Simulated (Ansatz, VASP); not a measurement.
# Cross-check of Al2O3 (Corundum) between VASP and Ansatz, part 3 of 3

Aim: how closely do two programs agree when they are given the same cell, functional and k mesh? The cell is taken from a series of runs on this material, whose earlier steps may have relaxed, scaled, displaced or heated it; both programs get it as it stands.

VASP 6.6.1 and Ansatz 0.2.0.

So far: The starting structure; Ansatz: zone-centre phonons, LDA; VASP: zone-centre phonons, LDA.

## 3. VASP: zone-centre phonons, LDA (continued)

Level of this step: LDA; plane waves and PAW (O, Al) (VASP).

Numbers of over 12 decimals in the logs are rounded to 6 here.

OUTCAR, selected parts (step 3):

```text
ion  position               nearest neighbor table
   1  0.557  0.943  0.250-   9 1.81  10 1.81   7 1.92   8 1.92
   2  0.250  0.557  0.943-  10 1.81   9 1.81   7 1.92   8 1.92
   3  0.943  0.250  0.557-   9 1.81  10 1.81   8 1.92   7 1.92
   4  0.443  0.057  0.750-   7 1.81   8 1.81   9 1.92  10 1.92
   5  0.750  0.443  0.057-   8 1.81   7 1.81   9 1.92  10 1.92
   6  0.057  0.750  0.443-   7 1.81   8 1.81  10 1.92   9 1.92
   7  0.352  0.352  0.352-   6 1.81   4 1.81   5 1.81   1 1.92   2 1.92   3 1.92   8 2.57   9 2.72
                             9 2.72   9 2.72   8 3.14   8 3.14   8 3.14
   8  0.148  0.148  0.148-   5 1.81   4 1.81   6 1.81   1 1.92   3 1.92   2 1.92   7 2.57  10 2.72
                            10 2.72  10 2.72   7 3.14   7 3.14   7 3.14
   9  0.648  0.648  0.648-   3 1.81   1 1.81   2 1.81   4 1.92   5 1.92   6 1.92  10 2.57   7 2.72
                             7 2.72   7 2.72  10 3.14  10 3.14  10 3.14
  10  0.852  0.852  0.852-   2 1.81   1 1.81   3 1.81   4 1.92   6 1.92   5 1.92   9 2.57   8 2.72
                             8 2.72   8 2.72   9 3.14   9 3.14   9 3.14

  LATTYP: Found a trigonal (rhomboedric) cell.
 ALAT       =     4.9825335131
 COS(alpha) =     0.5672028708

 Subroutine GETGRP returns: Found 12 space group operations
 (whereof  6 operations were pure point group operations)

The static configuration has the point symmetry S_6 .
 The point group associated with its full space group is D_3d.

 Found     32 irreducible k-points:

   k-points           NKPTS =     32   k-points in BZ     NKDIM =     32   number of bands    NBANDS=     34

   dimension x,y,z NGX =    40 NGY =   40 NGZ =   40
   dimension x,y,z NGXF=    80 NGYF=   80 NGZF=   80

   ENCUT  =  600.0 eV  44.10 Ry    6.64 a.u.   9.95  9.95  9.95*2*pi/ulx,y,z

   NELECT =      48.0000    total number of electrons

 k-points in reciprocal lattice and weights: Automatic mesh
   0.00000000  0.00000000  0.00000000       0.005
   0.16666667  0.00000000  0.00000000       0.028
   0.33333333  0.00000000  0.00000000       0.028
   0.50000000 -0.00000000  0.00000000       0.014
   0.16666667  0.16666667  0.00000000       0.028
   0.33333333  0.16666667  0.00000000       0.056
   0.50000000  0.16666667 -0.00000000       0.056
  -0.33333333  0.16666667  0.00000000       0.056
  -0.16666667  0.16666667  0.00000000       0.028
[...]
-0.33333333  0.50000000  0.33333333       0.028
   0.50000000  0.50000000  0.50000000       0.005

 average (electrostatic) potential at core
       1 -67.2987       2 -67.2987       3 -67.2987       4 -67.2987       5 -67.2987
       6 -67.2987       7 -68.4321       8 -68.4321       9 -68.4321      10 -68.4321

   2 f  =   25.142272 THz   157.973556 2PiTHz  838.655930 cm-1   103.980036 meV
             X         Y         Z           dx          dy          dz
     -0.896942  1.338187  7.354720    -0.000009   -0.397021    0.336977
     -0.710433 -1.445868  7.354720    -0.243824    0.025333   -0.168473
      1.607375  0.107681  7.354720     0.243852    0.025306   -0.168504
      0.896942 -1.338187  5.253371     0.000009    0.397021   -0.336977
      0.710433  1.445868  5.253371     0.243824   -0.025333    0.168473
     -1.607375 -0.107681  5.253371    -0.243852   -0.025306    0.168504
      0.000000  0.000000  4.436251     0.119192   -0.108246    0.000000
      0.000000  0.000000  1.867794    -0.119180   -0.108259    0.000000
      0.000000  0.000000  8.171840    -0.119192    0.108246   -0.000000
      0.000000  0.000000 10.740297     0.119180    0.108259   -0.000000

   3 f  =   24.650390 THz   154.882968 2PiTHz  822.248502 cm-1   101.945775 meV
             X         Y         Z           dx          dy          dz
     -0.896942  1.338187  7.354720     0.000000   -0.242414    0.323888
     -0.710433 -1.445868  7.354720     0.209937    0.121207    0.323888
      1.607375  0.107681  7.354720    -0.209937    0.121207    0.323888
      0.896942 -1.338187  5.253371    -0.000000    0.242414   -0.323888
      0.710433  1.445868  5.253371    -0.209937   -0.121207   -0.323888
     -1.607375 -0.107681  5.253371     0.209937   -0.121207   -0.323888
      0.000000  0.000000  4.436251    -0.000000    0.000000    0.067071
      0.000000  0.000000  1.867794     0.000000    0.000000    0.067071
      0.000000  0.000000  8.171840     0.000000   -0.000000   -0.067071
      0.000000  0.000000 10.740297    -0.000000   -0.000000   -0.067071

   4 f  =   22.305046 THz   140.146736 2PiTHz  744.016243 cm-1    92.246216 meV
             X         Y         Z           dx          dy          dz
     -0.896942  1.338187  7.354720     0.388886    0.000000   -0.000000
     -0.710433 -1.445868  7.354720    -0.194443    0.336785    0.000000
      1.607375  0.107681  7.354720    -0.194443   -0.336785   -0.000000
      0.896942 -1.338187  5.253371     0.388886    0.000000    0.000000
      0.710433  1.445868  5.253371    -0.194443    0.336785    0.000000
     -1.607375 -0.107681  5.253371    -0.194443   -0.336785   -0.000000
      0.000000  0.000000  4.436251    -0.000000   -0.000000   -0.152155
      0.000000  0.000000  1.867794    -0.000000    0.000000    0.152155
      0.000000  0.000000  8.171840    -0.000000   -0.000000   -0.152155
      0.000000  0.000000 10.740297    -0.000000    0.000000    0.152155

   5 f  =   21.405057 THz   134.491940 2PiTHz  713.995849 cm-1    88.524163 meV
             X         Y         Z           dx          dy          dz
     -0.896942  1.338187  7.354720    -0.387828    0.000000   -0.000000
     -0.710433 -1.445868  7.354720     0.193914   -0.335869    0.000000
      1.607375  0.107681  7.354720     0.193914    0.335869   -0.000000
      0.896942 -1.338187  5.253371     0.387828    0.000000   -0.000000
      0.710433  1.445868  5.253371    -0.193914    0.335869   -0.000000
     -1.607375 -0.107681  5.253371    -0.193914   -0.335869    0.000000
      0.000000  0.000000  4.436251     0.000000    0.000000   -0.156155
      0.000000  0.000000  1.867794     0.000000   -0.000000    0.156155
      0.000000  0.000000  8.171840    -0.000000   -0.000000    0.156155
      0.000000  0.000000 10.740297    -0.000000    0.000000   -0.156155

   6 f  =   21.162194 THz   132.965989 2PiTHz  705.894821 cm-1    87.519764 meV
             X         Y         Z           dx          dy          dz
     -0.896942  1.338187  7.354720     0.201862   -0.000045    0.000016
     -0.710433 -1.445868  7.354720    -0.295049   -0.286872   -0.136778
      1.607375  0.107681  7.354720    -0.294993    0.286879    0.136763
      0.896942 -1.338187  5.253371     0.201862   -0.000045    0.000016
      0.710433  1.445868  5.253371    -0.295049   -0.286872   -0.136778
     -1.607375 -0.107681  5.253371    -0.294993    0.286879    0.136763
      0.000000  0.000000  4.436251     0.149378    0.138819   -0.000000
      0.000000  0.000000  1.867794     0.149406   -0.138790    0.000000
      0.000000  0.000000  8.171840     0.149378    0.138819   -0.000000
      0.000000  0.000000 10.740297     0.149406   -0.138790    0.000000

   7 f  =   21.162194 THz   132.965989 2PiTHz  705.894821 cm-1    87.519764 meV
             X         Y         Z           dx          dy          dz
     -0.896942  1.338187  7.354720    -0.000020   -0.460649    0.157929
     -0.710433 -1.445868  7.354720    -0.286847    0.036262   -0.078951
      1.607375  0.107681  7.354720     0.286905    0.036206   -0.078978
      0.896942 -1.338187  5.253371    -0.000020   -0.460649    0.157929
      0.710433  1.445868  5.253371    -0.286847    0.036262   -0.078951
     -1.607375 -0.107681  5.253371     0.286905    0.036206   -0.078978
      0.000000  0.000000  4.436251    -0.138819    0.149378   -0.000000
      0.000000  0.000000  1.867794     0.138790    0.149406   -0.000000
      0.000000  0.000000  8.171840    -0.138819    0.149378   -0.000000
      0.000000  0.000000 10.740297     0.138790    0.149406   -0.000000

   8 f  =   20.210971 THz   126.989273 2PiTHz  674.165412 cm-1    83.585821 meV
             X         Y         Z           dx          dy          dz
     -0.896942  1.338187  7.354720    -0.000000   -0.321606    0.182921
     -0.710433 -1.445868  7.354720     0.278519    0.160803    0.182921
      1.607375  0.107681  7.354720    -0.278519    0.160803    0.182921
      0.896942 -1.338187  5.253371    -0.000000   -0.321606    0.182921
      0.710433  1.445868  5.253371     0.278519    0.160803    0.182921
     -1.607375 -0.107681  5.253371    -0.278519    0.160803    0.182921
      0.000000  0.000000  4.436251     0.000000   -0.000000   -0.211338
      0.000000  0.000000  1.867794    -0.000000   -0.000000   -0.211338
      0.000000  0.000000  8.171840     0.000000   -0.000000   -0.211338
      0.000000  0.000000 10.740297    -0.000000   -0.000000   -0.211338

   9 f  =   19.590343 THz   123.089757 2PiTHz  653.463512 cm-1    81.019113 meV
             X         Y         Z           dx          dy          dz
     -0.896942  1.338187  7.354720     0.000006    0.001096    0.287534
     -0.710433 -1.445868  7.354720     0.179889   -0.310481   -0.143764
      1.607375  0.107681  7.354720    -0.179886   -0.310476   -0.143770
      0.896942 -1.338187  5.253371     0.000006    0.001096    0.287534
      0.710433  1.445868  5.253371     0.179889   -0.310481   -0.143764
     -1.607375 -0.107681  5.253371    -0.179886   -0.310476   -0.143770
      0.000000  0.000000  4.436251     0.047598    0.238685   -0.000000
      0.000000  0.000000  1.867794    -0.047604    0.238683   -0.000000
      0.000000  0.000000  8.171840     0.047598    0.238685   -0.000000
      0.000000  0.000000 10.740297    -0.047604    0.238683   -0.000000
    [... 271 further lines ...]
      0.000000  0.000000  8.171840     0.000000    0.000000    0.363639
      0.000000  0.000000 10.740297     0.000000    0.000000    0.363639

 MACROSCOPIC STATIC DIELECTRIC TENSOR IONIC CONTRIBUTION
 ------------------------------------------------------
           4.853906     0.000000     0.000000
           0.000000     4.853906     0.000000
           0.000000     0.000000     6.499206
 ------------------------------------------------------

 ELASTIC MODULI CONTR FROM IONIC RELAXATION (kBar)
 Direction    XX          YY          ZZ          XY          YZ          ZX
 --------------------------------------------------------------------------------
 XX        -594.7718    266.8765    223.5302      0.0000     89.2872      0.0000
 YY         266.8765   -594.7718    223.5302      0.0000    -89.2872      0.0000
 ZZ         223.5302    223.5302   -339.6489     -0.0000     -0.0000     -0.0000
 XY           0.0000      0.0000     -0.0000   -430.8358     -0.0000     86.1547
 YZ          89.2872    -89.2872     -0.0000     -0.0000   -236.6723     -0.0000
 ZX          -0.0000      0.0000     -0.0000     86.1547     -0.0000   -233.7147
 --------------------------------------------------------------------------------

 PIEZOELECTRIC TENSOR IONIC CONTR  for field in x, y, z        (C/m^2)
          XX          YY          ZZ          XY          YZ          ZX
  --------------------------------------------------------------------------------
  x     0.00000    -0.00000     0.00000    -0.00000     0.00000     0.00000
  y     0.00000    -0.00000    -0.00000    -0.00000    -0.00000    -0.00000
  z    -0.00000     0.00000     0.00000    -0.00000    -0.00000     0.00000
```

Energies printed during the response cycles are not total energies of the cell.

## 4. Side by side

Known differences besides the potentials themselves: fixed occupations in Ansatz, narrow Gaussian smearing in VASP; the cutoff is 420 eV in Ansatz and 600 eV in VASP; VASP's log shows a relativistic correction to its local exchange, Ansatz's none. Total energies have different zeros and are not compared.

Compared:

```csv
quantity,Ansatz,VASP,difference
ε∞ xx,3.19,3.17,+0.63 %
ε∞ yy,3.19,3.17,+0.63 %
ε∞ zz,3.14,3.12,+0.64 %
Born charge of O1 (mean of the diagonal) (e),-1.95,-1.93,-0.01
Born charge of Al7 (mean of the diagonal) (e),2.92,2.90,+0.02
optical mode 1 (cm⁻¹),340.2,343.9,-1.08 %
optical mode 2 to 3 (cm⁻¹),392.5,394.4,-0.47 %
optical mode 4 (cm⁻¹),419.6,422.3,-0.64 %
optical mode 5 to 6 (cm⁻¹),427.9,431.1,-0.74 %
optical mode 7 (cm⁻¹),446.1,448.5,-0.54 %
optical mode 8 to 9 (cm⁻¹),465.0,467.7,-0.58 %
optical mode 10 to 11 (cm⁻¹),470.5,473.9,-0.73 %
optical mode 12 to 13 (cm⁻¹),487.7,492.8,-1.03 %
optical mode 14 (cm⁻¹),564.3,567.7,-0.60 %
optical mode 15 to 16 (cm⁻¹),623.9,628.1,-0.67 %
optical mode 17 (cm⁻¹),644.2,646.3,-0.33 %
optical mode 18 to 19 (cm⁻¹),646.2,653.5,-1.11 %
optical mode 20 (cm⁻¹),664.5,674.2,-1.43 %
optical mode 21 to 22 (cm⁻¹),697.1,705.9,-1.24 %
optical mode 23 (cm⁻¹),707.2,714.0,-0.95 %
optical mode 24 (cm⁻¹),739.5,744.0,-0.60 %
optical mode 25 (cm⁻¹),815.0,822.2,-0.88 %
optical mode 26 to 27 (cm⁻¹),829.6,838.7,-1.08 %
```

Modes are paired by rising frequency, not by their patterns, so a pair may set unlike modes beside each other; they are those without the splitting of longitudinal modes.

## 5. Outcome

```json
{
  "r.m.s. difference of the optical zone-centre modes, each program's sorted by frequency (zone-centre phonons, LDA)": "5.5 cm⁻¹",
  "difference in optical mode 20 (zone-centre phonons, LDA)": "-1.4 %"
}
```

The r.m.s. difference of the optical zone-centre modes, each program's sorted by frequency is 5.5 cm⁻¹ (zone-centre phonons, LDA). Among the rows given in per cent, the largest difference of the zone-centre phonons, LDA pair is in optical mode 20, -1.4 %. How closely two codes agree says nothing of how well the functional describes the real material.

[Lines on the potential files, build, host, timing and source positions are cut from VASP's logs without a mark.]

[Logs are printed without paths, hosts, clocks, repeated set-up lines and the standing remarks that a program may print on its own settings, such as how far it seeks lower states.]

[Hosts, paths, dates, database ids (printed as entryN), source tags and the programs' standing remarks are cut or masked in the printed files.]
